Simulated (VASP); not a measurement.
Here is a VASP 6.6.1 calculation.

POSCAR

```
Cu
1.0
   -0.0000000000      1.7908266042      1.7908266042
    1.7908266042      0.0000000000      1.7908266042
    1.7908266042      1.7908266042     -0.0000000000
  Cu
     1
Direct
     0.0000000000000000    0.0000000000000000    0.0000000000000000
```

Contents of INCAR.step1:

```
ALGO = Normal ; EDIFF = 1E-8
EDIFFG = -0.002 ; ENCUT = 600
IBRION = 2 ; ISIF = 3
ISMEAR = 1 ; KPAR = 8
LASPH = T ; LCHARG = F
LMIXTAU = T ; LREAL = F
LWAVE = F ; METAGGA = R2SCAN
NELM = 80 ; NSW = 40
PREC = Accurate ; SIGMA = 0.2
```

INCAR.step2

```
ALGO = Normal ; EDIFF = 1E-8
ENCUT = 600 ; IBRION = 6
ISIF = 3 ; ISMEAR = 1
KPAR = 8 ; LASPH = T
LCHARG = F ; LMIXTAU = T
LREAL = F ; LWAVE = F
METAGGA = R2SCAN ; NELM = 80
NFREE = 2 ; NSW = 1
POTIM = 0.015 ; PREC = Accurate
SIGMA = 0.2
```

KPOINTS

```
k-points
0
Gamma
  32 32 32
```

Potentials or basis: VASP PAW PBE potentials, release 64 (Cu).

Launch:

```sh
$ cat potpaw_PBE.64/Cu/POTCAR > POTCAR
$ cp INCAR.step1 INCAR
$ mpirun -np 8 vasp_std > vasp.out
$ cp CONTCAR POSCAR
$ cp INCAR.step2 INCAR
$ mpirun -np 8 vasp_std > vasp.out
```

Problem. Predict the elastic constants C11, C12, C44.

Solution. 200, 139, 93 GPa.

Problem. Predict the Voigt bulk modulus.

Solution. 159 GPa.

Problem. Predict the relaxed volume.

Solution. 11.48 Å³/atom.

Elastic tensor in Voigt notation (GPa, in the Cartesian axes of the cell as first typed):
```
200 139 139   0   0   0
139 200 139   0   0   0
139 139 200   0   0   0
  0   0   0  93   0   0
  0   0   0   0  93   0
  0   0   0   0   0  93
```

Caveat: the PAW data sets were made with another functional, which shifts forces and pressure a little.
